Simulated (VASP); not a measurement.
Crystal: LaPRuO.

```xyz
8
Lattice="4.0480 0.0000 0.0000 0.0000 4.0480 0.0000 0.0000 0.0000 8.4100" Properties=species:S:1:pos:R:3 pbc="T T T"
La    0.0000    2.0240    7.1406
La    2.0240    0.0000    1.2694
P     2.0240    0.0000    5.4417
P     0.0000    2.0240    2.9683
Ru    0.0000    0.0000    4.2050
Ru    2.0240    2.0240    4.2050
O     2.0240    2.0240    0.0000
O     0.0000    0.0000    0.0000
```

The cell was built by a generator and needn't be a form met in nature.

- Program: VASP 6.6.1
- Task: relaxation of cell and atoms
- Functional: PBE
- Potentials or basis: VASP PAW PBE potentials, release 64 (La, P, Ru_pv, O)
- Cutoff: 600 eV
- k mesh: 10 × 10 × 4
- Occupations: gaussian, width 0.1 eV
- Spin: no spin polarisation

At the start: pressure -1.3 GPa; volume 17.23 Å³/atom.

How do energy, volume and symmetry change on relaxing?

Over 12 steps the energy falls by 18.4 meV/atom and the volume is 17.53 Å³/atom (+1.7 %); space group P4/nmm (No. 129, to 0.05 Å).

The path:
| step | energy change (eV) | largest force (eV/Å) | pressure (GPa) | volume (Å³) |
| --- | --- | --- | --- | --- |
| 1 | 0.0000 | 1.1056 | -1.29 | 137.81 |
| 2 | -0.0759 | 0.2558 | 4.41 | 135.06 |
| 3 | -0.0870 | 0.3871 | 2.82 | 135.77 |
| 4 | -0.1421 | 0.1722 | -0.15 | 140.07 |
| 5 | -0.1421 | 0.1673 | -0.10 | 139.99 |
| 6 | -0.1461 | 0.0616 | 0.04 | 140.04 |
| 7 | -0.1466 | 0.0265 | 0.11 | 140.06 |
| 8 | -0.1467 | 0.0259 | -0.16 | 140.31 |
| 9 | -0.1467 | 0.0150 | -0.08 | 140.24 |
| 10 | -0.1468 | 0.0078 | -0.01 | 140.20 |
| 11 | -0.1468 | 0.0064 | 0.01 | 140.20 |
| 12 | -0.1468 | 0.0017 | -0.01 | 140.22 |

Final structure:
```
La P Ru O
1.0
     4.06484    0.00000    0.00000
     0.00000    4.06484    0.00000
     0.00000    0.00000    8.48611
La P Ru O
2 2 2 2
Direct
  0.00000 0.50000 0.85525
  0.50000 0.00000 0.14475
  0.50000 0.00000 0.63582
  0.00000 0.50000 0.36418
  0.00000 0.00000 0.50000
  0.50000 0.50000 0.50000
  0.50000 0.50000 0.00000
  0.00000 0.00000 0.00000
```
